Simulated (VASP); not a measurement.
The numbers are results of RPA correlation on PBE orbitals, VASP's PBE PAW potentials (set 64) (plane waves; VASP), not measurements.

VASP input:

### INCAR
```
SYSTEM=Si
PREC=Normal; ENCUT=350; LREAL=F
LASPH=T; NBANDS=588
ALGO=ACFDT
ISMEAR=0; SIGMA=0.01
GGA=PE
LWAVE=F; LCHARG=F
NOMEGA=12; ENCUTGW=220
```

File POSCAR:
```
Si
3.7883950
  0.0000000000   0.7071068355   0.7071068355
  0.7071068355   0.0000000000   0.7071068355
  0.7071068355   0.7071068355   0.0000000000
Si
2
Direct
  0.0000000000   0.0000000000   0.0000000000
  0.2500000000   0.2500000000   0.2500000000
```

KPOINTS:
```
Automatic mesh
0
Gamma
6 6 6
0 0 0
```

POTCAR, in this order: Si_GW (PBE.64 set). Program: vasp_std. Read from the step before: WAVECAR, WAVEDER.

The resulting files:

File OUTCAR:
```
 ion  position               nearest neighbor table
   1  0.000  0.000  0.000-   2 2.32   2 2.32   2 2.32   2 2.32
   2  0.250  0.250  0.250-   1 2.32   1 2.32   1 2.32   1 2.32
  LATTYP: Found a face centered cubic cell.
 ALAT       =     5.3576000000
 Subroutine PRICEL returns:
 Original cell was already a primitive cell.
 Subroutine GETGRP returns: Found 48 space group operations
The static configuration has the point symmetry T_d .
 The point group associated with its full space group is O_h .
The dynamic configuration has the point symmetry T_d .
 Subroutine INISYM returns: Found 48 space group operations
 Subroutine IBZKPT returns following result:
 Found     16 irreducible k-points:

 Following reciprocal coordinates:
            Coordinates               Weight
  0.000000  0.000000  0.000000      1.000000
  0.166667  0.000000  0.000000      8.000000
  0.333333  0.000000  0.000000      8.000000
  0.500000  0.000000  0.000000      4.000000
  0.166667  0.166667  0.000000      6.000000
  0.333333  0.166667  0.000000     24.000000
  0.500000  0.166667  0.000000     24.000000
 -0.333333  0.166667  0.000000     24.000000
...
```

### OSZICAR
```
energies w=
    0.000    0.157    0.000    0.516    0.000    1.029    0.000    1.866
    0.000    3.330    0.000    5.999    0.000   11.017    0.000   20.738
    0.000   40.216    0.000   80.990    0.000  173.404    0.000  445.558
NQ=   1    0.0000    0.0000    0.0000,
 performed       5948000 updates of chi_q(r,r)
NQ=   2    0.1667    0.0000    0.0000,
 performed      11896000 updates of chi_q(r,r)
NQ=   3    0.3333    0.0000    0.0000,
 performed      17844000 updates of chi_q(r,r)
NQ=   4    0.5000    0.0000    0.0000,
 performed      23792000 updates of chi_q(r,r)
NQ=   5    0.1667    0.1667    0.0000,
 performed      29740000 updates of chi_q(r,r)
NQ=   6    0.3333    0.1667    0.0000,
 performed      35688000 updates of chi_q(r,r)
NQ=   7    0.5000    0.1667    0.0000,
 performed      41636000 updates of chi_q(r,r)
NQ=   8   -0.3333    0.1667    0.0000,
 performed      47584000 updates of chi_q(r,r)
NQ=   9   -0.1667    0.1667    0.0000,
 performed      53532000 updates of chi_q(r,r)
NQ=  10    0.3333    0.3333    0.0000,
 performed      59480000 updates of chi_q(r,r)
NQ=  11    0.5000    0.3333    0.0000,
 performed      65428000 updates of chi_q(r,r)
NQ=  12   -0.3333    0.3333    0.0000,
 performed      71376000 updates of chi_q(r,r)
NQ=  13    0.5000    0.5000    0.0000,
 performed      77324000 updates of chi_q(r,r)
NQ=  14    0.5000    0.3333    0.1667,
 performed      83272000 updates of chi_q(r,r)
NQ=  15   -0.3333    0.3333    0.1667,
 performed      89220000 updates of chi_q(r,r)
NQ=  16   -0.3333    0.5000    0.1667,
 performed      95168000 updates of chi_q(r,r)
```

**OUTCAR**
```


      cutoff energy     smooth cutoff   RPA   correlation   Hartree contr. to MP2
---------------------------------------------------------------------------------
            220.000           176.000      -11.9994969622      -20.3647786069
            209.524           167.619      -11.9739179180      -20.3379639437
            199.547           159.637      -11.9463622502      -20.3090319705
            190.044           152.035      -11.9168141566      -20.2779591084
            180.995           144.796      -11.8850589656      -20.2445097992
            172.376           137.901      -11.8509631468      -20.2085207139
            164.167           131.334      -11.8143703602      -20.1697981915
            156.350           125.080      -11.7750312906      -20.1280327252
  linear regression
  converged value                          -12.3348009755      -20.7185902567
```
(Selected blocks of OUTCAR.)

The mesh is coarse, so the correlation energy is not converged in k-points.

The compound is Si in the diamond structure. This cell is one point of a volume scan, at 0.96 of the reference volume.
